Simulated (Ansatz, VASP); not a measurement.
# Cross-check of SrTiO3 (Tausonite) between VASP and Ansatz

Aim: how closely do two programs agree when they are given the same cell, functional and k mesh? The cell is taken from a series of VASP runs on this material, whose earlier steps may have relaxed, scaled or displaced it; both programs get it as it stands.

Main program and level: Ansatz 0.2.0; plane waves, with VASP 6.6.1 beside it; band structure at PBE, single point at PBE and dielectric response at PBE.

### Step 1. The starting structure

It takes space group Pm-3m (No. 221, cubic). The conventional cell has a = 3.941 Å, b = 3.941 Å, c = 3.941 Å, α = 90.00°, β = 90.00°, γ = 90.00°. Sr has 12 O at 2.79 Å nearest. Nearest to Ti lie 6 O at 1.97 Å. O has 2 Ti at 1.97 Å and 4 Sr at 2.79 Å nearest. Farther neighbours and most contacts between anions are not listed.

Coordinates:

```xyz
5
Lattice="3.9411 0.0000 0.0000 0.0000 3.9411 0.0000 0.0000 0.0000 3.9411" Properties=species:S:1:pos:R:3 pbc="T T T"
Sr    1.9705    1.9705    1.9705
Ti    0.0000    0.0000    0.0000
O     1.9705    0.0000    0.0000
O     0.0000    1.9705    0.0000
O     0.0000    0.0000    1.9705
```

### Step 2. VASP: band structure, PBE

The same path points are solved in both programs, so levels can be compared one by one.

Lines of VASP's logs that name or quote its potential files are left out, and so is its time.

File INCAR:

```
SYSTEM = SrTiO3
PREC = Accurate
ENCUT = 520
EDIFF = 1E-06
NELM = 100
ISMEAR = 0
SIGMA = 0.05
LREAL = .FALSE.
ALGO = Normal
GGA = PE
NBANDS = 35
LORBIT = 11
LWAVE = .FALSE.
LCHARG = .FALSE.
KPAR = 4
```

File POSCAR:

```
SrTiO3
1.0
    3.9410981966      0.0000000000      0.0000000000
    0.0000000000      3.9410981966      0.0000000000
    0.0000000000      0.0000000000      3.9410981966
Sr Ti O
1 1 3
Direct
    0.5000000000      0.5000000000      0.5000000000
    0.0000000000      0.0000000000      0.0000000000
    0.5000000000      0.0000000000      0.0000000000
    0.0000000000      0.5000000000      0.0000000000
    0.0000000000      0.0000000000      0.5000000000
```

File KPOINTS:

```
Automatic mesh
0
Gamma
7 7 7
0 0 0
```

File KPOINTS_OPT:

```
Line mode
16
Line-mode
Reciprocal
  0.00000000   0.00000000   0.00000000 GAMMA
  0.00000000   0.50000000   0.00000000 X

  0.00000000   0.50000000   0.00000000 X
  0.50000000   0.50000000   0.00000000 M

  0.50000000   0.50000000   0.00000000 M
  0.00000000   0.00000000   0.00000000 GAMMA

  0.00000000   0.00000000   0.00000000 GAMMA
  0.50000000   0.50000000   0.50000000 R

  0.50000000   0.50000000   0.50000000 R
  0.00000000   0.50000000   0.00000000 X

  0.50000000   0.50000000   0.00000000 M
  0.50000000   0.50000000   0.50000000 R
```

The projector-augmented-wave data sets are Sr_sv, Ti_sv and O (PBE family, release 64).

Started as:

```
mpirun -np 4 vasp_std
```

Numbers of over 12 decimals in the logs are rounded to 6 here.

The log of the run:

```text
[banner, memory and clock lines left out]
running    4 mpi-ranks, on    1 nodes
 distrk:  each k-point on    1 cores,    4 groups
 distr:  one band on    1 cores,    1 groups

 POSCAR found type information on POSCAR SrTiO
 POSCAR found :  3 types and       5 ions
 LDA part: xc-table for (Slater+PW92), standard interpolation
 POSCAR, INCAR and KPOINTS ok, starting setup
 FFT: planning ... GRIDC
 FFT: planning ... GRID_SOFT
 FFT: planning ... GRID
 WAVECAR not read
 entering main loop
       N       E                     dE             d eps       ncg     rms          rms(c)
DAV:   1     0.382374958739E+03    0.38237E+03   -0.19878E+04  1400   0.123E+03
DAV:   2    -0.118417440791E+02   -0.39422E+03   -0.36894E+03  1521   0.356E+02
DAV:   3    -0.486748161296E+02   -0.36833E+02   -0.36249E+02  1781   0.110E+02
DAV:   4    -0.504752959238E+02   -0.18005E+01   -0.17929E+01  2056   0.204E+01
DAV:   5    -0.505158449454E+02   -0.40549E-01   -0.40535E-01  1794   0.261E+00    0.257E+01
DAV:   6    -0.405012055444E+02    0.10015E+02   -0.28944E+01  1797   0.509E+01    0.145E+01
DAV:   7    -0.402184992494E+02    0.28271E+00   -0.53548E+00  1616   0.179E+01    0.102E+01
DAV:   8    -0.402470848889E+02   -0.28586E-01   -0.14256E+00  1684   0.115E+01    0.354E+00
DAV:   9    -0.401252108431E+02    0.12187E+00   -0.35251E-01  1850   0.484E+00    0.163E+00
DAV:  10    -0.401062416632E+02    0.18969E-01   -0.29990E-02  1719   0.160E+00    0.602E-01
DAV:  11    -0.401031328222E+02    0.31088E-02   -0.99898E-03  1741   0.919E-01    0.155E-01
DAV:  12    -0.401032631488E+02   -0.13033E-03   -0.11558E-03  1598   0.313E-01    0.137E-01
DAV:  13    -0.401032262901E+02    0.36859E-04   -0.23597E-04  1736   0.130E-01    0.479E-02
DAV:  14    -0.401032219980E+02    0.42921E-05   -0.17999E-05  2052   0.451E-02    0.952E-03
DAV:  15    -0.401032228243E+02   -0.82632E-06   -0.35847E-06  1598   0.122E-02
   1 F= -.40103223E+02 E0= -.40103223E+02  d E =-.205183E-25
 Start KPOINTS_OPT (optional k-point list driver)
k-point batch [1-20\96]
       N       E                     dE             ncg
DAV:   1    -0.788324254794E+03   -0.11554E+05     1400
DAV:   2    -0.812058384060E+04   -0.73323E+04     1558
DAV:   3    -0.880114822292E+04   -0.68056E+03     1817
DAV:   4    -0.882865495804E+04   -0.27507E+02     2016
DAV:   5    -0.882953861818E+04   -0.88366E+00     1775
DAV:   6    -0.882954858082E+04   -0.99626E-02     1926
DAV:   7    -0.882954885854E+04   -0.27772E-03     1742
DAV:   8    -0.882954886085E+04   -0.23078E-05     1304
DAV:   9    -0.882954886099E+04   -0.14096E-06     1139
[...]
k-point batch [81-96\96]
       N       E                     dE             ncg
DAV:   1     0.316240526692E+04   -0.23792E+05     1120
DAV:   2    -0.289581173235E+04   -0.60582E+04     1203
DAV:   3    -0.350134995800E+04   -0.60554E+03     1473
DAV:   4    -0.352969732888E+04   -0.28347E+02     1543
DAV:   5    -0.353041183545E+04   -0.71451E+00     1431
DAV:   6    -0.353042099308E+04   -0.91576E-02     1524
DAV:   7    -0.353042108575E+04   -0.92672E-04     1417
DAV:   8    -0.353042108755E+04   -0.18014E-05     1004
DAV:   9    -0.353042108766E+04   -0.10324E-06      922
```

OUTCAR, selected parts (step 2):

```text
ion  position               nearest neighbor table
   1  0.500  0.500  0.500-   3 2.79   4 2.79   5 2.79   3 2.79   4 2.79   3 2.79   5 2.79   3 2.79
                             4 2.79   5 2.79   4 2.79   5 2.79   2 3.41   2 3.41   2 3.41   2 3.41
   2  0.000  0.000  0.000-   3 1.97   4 1.97   5 1.97   5 1.97   4 1.97   3 1.97   1 3.41   1 3.41
                             1 3.41   1 3.41   1 3.41   1 3.41   1 3.41   1 3.41
   3  0.500  0.000  0.000-   2 1.97   2 1.97   1 2.79   1 2.79   1 2.79   1 2.79
   4  0.000  0.500  0.000-   2 1.97   2 1.97   1 2.79   1 2.79   1 2.79   1 2.79
   5  0.000  0.000  0.500-   2 1.97   2 1.97   1 2.79   1 2.79   1 2.79   1 2.79

  LATTYP: Found a simple cubic cell.
 ALAT       =     3.9410981966

 Subroutine GETGRP returns: Found 48 space group operations
 (whereof 48 operations were pure point group operations)

The static configuration has the point symmetry O_h .

 Found     20 irreducible k-points:

   k-points           NKPTS =     20   k-points in BZ     NKDIM =     20   number of bands    NBANDS=     35

   dimension x,y,z NGX =    30 NGY =   30 NGZ =   30
   dimension x,y,z NGXF=    60 NGYF=   60 NGZF=   60

   ENCUT  =  520.0 eV  38.22 Ry    6.18 a.u.   7.33  7.33  7.33*2*pi/ulx,y,z

   NELECT =      40.0000    total number of electrons

 k-points in reciprocal lattice and weights: Automatic mesh
   0.00000000  0.00000000  0.00000000       0.003
   0.14285714  0.00000000  0.00000000       0.017
   0.28571429  0.00000000  0.00000000       0.017
   0.42857143  0.00000000  0.00000000       0.017
   0.14285714  0.14285714  0.00000000       0.035
   0.28571429  0.14285714  0.00000000       0.070
   0.42857143  0.14285714  0.00000000       0.070
   0.28571429  0.28571429  0.00000000       0.035
   0.42857143  0.28571429  0.00000000       0.070
[...]
0.42857143  0.42857143  0.28571429       0.070
   0.42857143  0.42857143  0.42857143       0.023

 average (electrostatic) potential at core
       1 -34.8833       2 -76.7971       3 -69.6960       4 -69.6960       5 -69.6960

 E-fermi :   4.2399

 k-point     1 :       0.0000    0.0000    0.0000
  band No.  band energies     occupation
    ...
     16       2.8178      2.00000
     17       2.8178      2.00000
     18       3.5711      2.00000
     19       3.5711      2.00000
     20       3.5711      2.00000
     21       5.7440      0.00000
     22       5.7440      0.00000
     23       5.7440      0.00000
     24       8.0572      0.00000
     25       8.0572      0.00000
    ...

 k-point     2 :       0.1429    0.0000    0.0000
  band No.  band energies     occupation
    ...
     16       2.5664      2.00000
     17       2.6499      2.00000
     18       2.9976      2.00000
     19       3.4552      2.00000
     20       3.4552      2.00000
     21       5.7725      0.00000
     22       6.1673      0.00000
     23       6.1673      0.00000
     24       8.0599      0.00000
     25       8.6214      0.00000
    ...

 k-point     3 :       0.2857    0.0000    0.0000
  band No.  band energies     occupation
    ...
     16       2.0722      2.00000
     17       2.0945      2.00000
     18       2.3127      2.00000
     19       3.3055      2.00000
     20       3.3055      2.00000
     21       5.8382      0.00000
     22       6.9478      0.00000
     23       6.9478      0.00000
     24       8.0643      0.00000
     25       9.5314      0.00000
    ...

  Total        0.0102795      0.0102795      0.0102795     -0.0000000     -0.0000000      0.0000000
  in kB        0.2690490      0.2690490      0.2690490     -0.0000000     -0.0000000      0.0000000
  external PRESSURE =       0.2690490 kB  Pullay stress =       0.0000000 kB

  energy-cutoff  :      520.00
  volume of cell :       61.21
      direct lattice vectors                 reciprocal lattice vectors
     3.941098197  0.000000000  0.000000000     0.253736383  0.000000000  0.000000000
     0.000000000  3.941098197  0.000000000     0.000000000  0.253736383  0.000000000
     0.000000000  0.000000000  3.941098197     0.000000000  0.000000000  0.253736383

 POSITION                                       TOTAL-FORCE (eV/Angst)
 -----------------------------------------------------------------------------------
      1.97055      1.97055      1.97055         0.000000      0.000000      0.000000
      0.00000      0.00000      0.00000         0.000000      0.000000      0.000000
      1.97055      0.00000      0.00000         0.000000      0.000000      0.000000
      0.00000      1.97055      0.00000         0.000000      0.000000      0.000000
      0.00000      0.00000      1.97055         0.000000      0.000000      0.000000
 -----------------------------------------------------------------------------------
    total drift:                                0.000000     -0.000000      0.000000

  FREE ENERGIE OF THE ION-ELECTRON SYSTEM (eV)
  ---------------------------------------------------
  free  energy   TOTEN  =       -40.1032228243 eV

  energy  without entropy=      -40.1032228243  energy(sigma->0) =      -40.10322282

 total charge
# of ion       s       p       d       tot
------------------------------------------
    1        1.997   5.791   0.191   7.979
    2        2.223   6.300   1.729  10.252
    3        1.563   3.479   0.000   5.043
    4        1.563   3.479   0.000   5.043
    5        1.563   3.479   0.000   5.043
--------------------------------------------------
tot          8.910  22.529   1.920  33.359

[... 3 further parts left out ...]
```

The run ends at a pressure of 0.03 GPa.

### Step 3. Ansatz: band structure, PBE

Ansatz runs on its default PAW (the set named soft_2) files.

The same cell, functional, mesh and smearing now go to Ansatz, which takes its cutoff from its data sets.

File input.yaml:

```yaml
crystal:
  lattice:
    - [3.9410981966, 0.0, 0.0]
    - [0.0, 3.9410981966, 0.0]
    - [0.0, 0.0, 3.9410981966]
  atoms:
    - { symbol: Sr, position: [0.5, 0.5, 0.5] }
    - { symbol: Ti, position: [0.0, 0.0, 0.0] }
    - { symbol: O, position: [0.5, 0.0, 0.0] }
    - { symbol: O, position: [0.0, 0.5, 0.0] }
    - { symbol: O, position: [0.0, 0.0, 0.5] }
hamiltonian:
  xc: pbe
  pseudopotentials: { kind: paw }
kpoints:
  mp_grid: { grid: [7, 7, 7] }
  band_path:
    path:
      - [0.0, 0.0, 0.0]
      - [0.0, 0.1, 0.0]
      - [0.0, 0.2, 0.0]
      - [0.0, 0.3, 0.0]
      - [0.0, 0.43333, 0.0]
      - [0.0, 0.5, 0.0]
      - [0.1, 0.5, 0.0]
      - [0.2, 0.5, 0.0]
      - [0.33333, 0.5, 0.0]
      - [0.43333, 0.5, 0.0]
      - [0.5, 0.5, 0.0]
      - [0.36667, 0.36667, 0.0]
      - [0.26667, 0.26667, 0.0]
      - [0.16667, 0.16667, 0.0]
      - [0.06667, 0.06667, 0.0]
      - [0.03333, 0.03333, 0.03333]
      - [0.13333, 0.13333, 0.13333]
      - [0.23333, 0.23333, 0.23333]
      - [0.33333, 0.33333, 0.33333]
      - [0.46667, 0.46667, 0.46667]
      - [0.5, 0.5, 0.5]
      - [0.46667, 0.5, 0.46667]
      - [0.36667, 0.5, 0.36667]
      - [0.23333, 0.5, 0.23333]
      - [0.13333, 0.5, 0.13333]
      - [0.03333, 0.5, 0.03333]
      - [0.5, 0.5, 0.03333]
      - [0.5, 0.5, 0.16667]
      - [0.5, 0.5, 0.26667]
      - [0.5, 0.5, 0.36667]
      - [0.5, 0.5, 0.5]
    npoints: 1
scf:
  occupations: { method: gaussian, width: 0.05 }
  n_extra_bands: 8
output:
  forces: true
  stress: true
  eigenvalues: true
```

Started as:

```
ansatz run input.yaml --threads 2 --pin off --max-ram 4608MiB --backend cpu --events-out ev --progress --plain --runs-dir out
```

The log of the run:

```text
scf.n_extra_bands = 8 over 20 filled bands (N_el = 40.0): the run solves 28 bands
Engine: ansatz 0.2.0, aarch64-unknown-linux-gnu
Pseudopotentials: kind: paw
Pseudopotential: Sr, paw, valence charge 10, recommended cutoff 420 eV (normal), Sr.paw.azcp
Pseudopotential: Ti, paw, valence charge 12, recommended cutoff 420 eV (normal), Ti.paw.azcp
Pseudopotential: O, paw, valence charge 6, recommended cutoff 420 eV (normal), O.paw.azcp
Functional definition: PBE
  parameter kappa = 0.804
  parameter beta = 0.066725
  exchange = pbe_x(kappa = kappa, mu = beta*pi^2/3)
  correlation = pbe_c(beta = beta)
Crystal: 5 atoms, lattice volume = 61.214 Å³
Basis set: ecut = 420 eV, 1213 PW (Γ), exchange–correlation on 54×54×54 points (8 copies of the dense FFT grid, shifted against one another)
Bands: 28, of which v1, the nominal top of the filled ones, is band 20 counted from 1 (19 counted from 0)
Symmetry: 48 space group operations
Space group: Pm-3m (ITA 221), of the structure as read, at distance tolerance 3.9e-5 Å
k-points: 20 of 343
Non-local potential: Sr, projectors of the file, l = 0: 3, l = 1: 2, l = 2: 2
Non-local potential: Ti, projectors of the file, l = 0: 3, l = 1: 2, l = 2: 3, l = 3: 1
Non-local potential: O, projectors of the file, l = 0: 2, l = 1: 2, l = 2: 1
PAW form: soft (Blöchl's): semilocal exchange-correlation on the pseudo side does not see the compensation charge
PAW one-centre angular grid: Sr, 110 points (default); XC on 64 Gauss nodes
PAW one-centre angular grid: Ti, 590 points (default); XC on 64 Gauss nodes
PAW one-centre angular grid: O, 110 points (default); XC on 64 Gauss nodes
Initial density: superposition of atomic densities (neutral atoms: chi_scale 0, normalization atom), corrected by the library's trained network
Initial wavefunctions: pseudopotential atomic-orbital guess
Functional: x = pbe(κ = 0.804, μ = 0.219515), c = pbe(β = 0.066725)
SCF iter   1: F=—  HF=-7754.483006 eV  |F-HF|=—  |Δ(HF+E_count)|=         —  Δρ=2.08e-3  dr2=1.82e-3  ethr=1.77e-3  ⟨swp⟩=7.2  Hψ=2826  notcnv=0  defer=5
preconditioner: auto → Resta (q_TF=auto, 2.542 Å⁻¹)  ε∞=4.8  [insulator: Δε(μ)=1.877 eV  Ē_g=13.269 eV  σ=0.050 eV  W_gap=1.00  n_scr=18 (ndim 8)  ℏωp=26.0 eV  f_vac=0.001  D(μ)=0.00/eV (n_scr^D=0)  ε∞_Penn≈4.8]
SCF iter   2: F=—  HF=-7754.486060 eV  |F-HF|=—  |Δ(HF+E_count)|=   3.05e-3  Δρ=1.09e-3  dr2=4.90e-4  ethr=4.56e-6  ⟨swp⟩=3.1  Hψ=1115  notcnv=0  defer=15
SCF iter   3: F=—  HF=-7754.486116 eV  |F-HF|=—  |Δ(HF+E_count)|=   5.61e-5  Δρ=4.74e-4  dr2=9.46e-5  ethr=1.22e-6  ⟨swp⟩=2.5  Hψ=745  notcnv=0  defer=15
SCF iter   4: F=—  HF=-7754.486824 eV  |F-HF|=—  |Δ(HF+E_count)|=   7.08e-4  Δρ=6.86e-5  dr2=2.19e-6  ethr=2.36e-7  ⟨swp⟩=2.2  Hψ=683  notcnv=0  defer=15
SCF iter   5: F=—  HF=-7754.486825 eV  |F-HF|=—  |Δ(HF+E_count)|=   1.03e-6  Δρ=1.46e-5  dr2=1.26e-7  ethr=5.48e-9  ⟨swp⟩=2.2  Hψ=724  notcnv=0  defer=15
SCF iter   6: F=-7754.486825 eV  HF=-7754.486825 eV  |F-HF|=6.51e-10  |Δ(HF+E_count)|=   5.12e-8  Δρ=2.94e-6  dr2=5.87e-9  ethr=2.50e-10  ⟨swp⟩=8.8  Hψ=2557  notcnv=0
SCF 1 converged in 6 iterations: F = -7754.486825 eV  dr2 = 5.87e-9
  greatest PAW one-centre occupation: 0.999 electrons in one spin orbital (limit 2), on the Ti atom at site 1 (counted from 0), in its partial waves of l = 0
NSCF: frozen V_eff on 31 k-points
SCF converged after 6 iterations
Free energy (F): -7754.486825 eV
Harris-Foulkes:  -7754.486825 eV  (|F-HF|=6.51e-10)
Internal energy: -7754.486825 eV  (E = F + TS)
E sigma→0 (E₀):  -7754.486825 eV
Fermi energy:    10.497445 eV
--- Per-component energies (eV) ---
  E_band       = -220.238528
  E_kinetic    = 1045.351782
  E_local      = -2419.109346  (includes V_loc(G=0)·N_el)
  E_nonlocal   = 347.804483
  E_hartree    = 845.451198
  E_xc         = -495.845460
  E_vxc        = -571.392818  (∫ρ·V_xc dr)
  E_paw        = -4213.327403  (= ΣΔE_a)
  E_vpaw       = -313.800721  (= ΣTr[D̂ρ^β])
  E_aug_tail   = 0.007492  (compensation charges beyond the density's cutoff)
  E_ewald      = -2864.819572
  E_smearing   = -0.000000  (= −TS)
  E_closure    = -0.000000  (closes the sum)
  Σ components = -7754.486825   (vs F -7754.486825, Δ=0.00e0)
--- Forces (eV/Å), atoms counted from 1 ---
  atom   1  Sr     0.00000000     0.00000000    -0.00000000
  atom   2  Ti    -0.00000000     0.00000000     0.00000000
  atom   3  O     -0.00000000    -0.00000000     0.00000000
  atom   4  O      0.00000000    -0.00000000    -0.00000000
  atom   5  O      0.00000000    -0.00000000     0.00000000
  max |Σ_I F_I| component: 1.90e-29 eV/Å
--- Stress (GPa, compression-positive) ---
       -0.597648       0.000000       0.000000
        0.000000      -0.597648       0.000000
       -0.000000       0.000000      -0.597648
  P = ⅓ Tr σ = -0.5976 GPa (-5.976 kbar)
--- Band table (eV; the first three rows and the last of 20) ---
  k-point 0: bands = [... 16 lower, 8.4843, 9.2499, 9.2499, 9.2499, 11.4450, 11.4450, 11.4450, 13.7630, ... 4 higher]
  k-point 1: bands = [... 16 lower, 8.3200, 8.6765, 9.1345, 9.1345, 11.4728, 11.8661, 11.8661, 13.7656, ... 4 higher]
  k-point 2: bands = [... 16 lower, 7.7729, 7.9894, 8.9842, 8.9842, 11.5370, 12.6449, 12.6449, 13.7698, ... 4 higher]
  k-point 19: bands = [... 16 lower, 6.0188, 9.4651, 9.4651, 9.5486, 13.8144, 13.8295, 13.8295, 16.6824, ... 4 higher]
```

Wall time 2.3 s (2 threads of Arm Neoverse V1, shared host); peak memory 0.33 GiB.

In the SCF lines HF is the Harris–Foulkes energy and dr2 the Hartree energy of the density residual, in eV; the loop may stop once dr2 is under the threshold and the program's other checks hold. Hψ counts applications of the Hamiltonian.

### Step 4. Differences

Known differences besides the potentials themselves: the cutoff is 420 eV in Ansatz and 520 eV in VASP; VASP leaves aspherical gradient terms in its spheres out (LASPH is not set), Ansatz keeps them. Total energies have different zeros and are not compared.

Compared:

| quantity | Ansatz | VASP | difference |
| --- | --- | --- | --- |
| pressure (GPa) | -0.60 | 0.03 | -0.62 |
| pressure without Ansatz's Pulay correction (GPa) | -1.16 | 0.03 | -1.19 |
| gap over the path points (eV) | 1.835 | 1.802 | +0.033 |

Levels at points of the path, from each program's valence-band top (eV; 4 filled, then empty):

| k (reciprocal lattice) | Ansatz | VASP |
| --- | --- | --- |
| 0.000 0.000 0.000 | -1.13 -0.36 -0.36 -0.36 1.83 1.83 1.83 | -1.12 -0.37 -0.37 -0.37 1.80 1.80 1.80 |
| 0.000 0.100 0.000 | -1.21 -0.67 -0.43 -0.43 1.85 2.06 2.06 | -1.21 -0.68 -0.44 -0.44 1.82 2.03 2.03 |
| 0.000 0.200 0.000 | -1.42 -1.32 -0.54 -0.54 1.89 2.56 2.56 | -1.42 -1.33 -0.55 -0.55 1.85 2.53 2.53 |
| 0.000 0.300 0.000 | -1.91 -1.65 -0.64 -0.64 1.93 3.11 3.11 | -1.92 -1.66 -0.65 -0.65 1.90 3.08 3.08 |
| 0.000 0.433 0.000 | -2.23 -1.86 -0.71 -0.71 1.98 3.60 3.60 | -2.24 -1.87 -0.72 -0.72 1.95 3.57 3.57 |
| 0.000 0.500 0.000 | -2.28 -1.89 -0.72 -0.72 1.99 3.67 3.67 | -2.29 -1.90 -0.73 -0.73 1.96 3.64 3.64 |
| 0.100 0.500 0.000 | -2.08 -1.46 -0.94 -0.86 2.18 3.67 3.67 | -2.09 -1.47 -0.95 -0.87 2.16 3.64 3.64 |
| 0.200 0.500 0.000 | -1.92 -1.30 -1.16 -0.86 2.64 3.67 3.73 | -1.93 -1.32 -1.17 -0.87 2.61 3.64 3.70 |
| 0.333 0.500 0.000 | -1.68 -1.53 -1.51 -0.31 3.30 3.67 3.93 | -1.69 -1.54 -1.52 -0.31 3.27 3.64 3.90 |
| 0.433 0.500 0.000 | -1.70 -1.56 -1.53 -0.12 3.61 3.67 4.08 | -1.71 -1.57 -1.54 -0.12 3.58 3.64 4.05 |

Among the levels compared at these points, filled levels agree within 15 meV and empty ones within 33 meV. Ansatz's pressure holds a Pulay correction of 0.57 GPa; VASP's holds none.

[end of part 1 of 2]

[Lines on the potential files, build, host, timing and source positions are cut from VASP's logs without a mark.]

[Logs are printed without paths, hosts, clocks, repeated set-up lines and the standing remarks that a program may print on its own settings, such as how far it seeks lower states.]

[Hosts, paths, dates, database ids (printed as entryN), source tags and the programs' standing remarks are cut or masked in the printed files.]
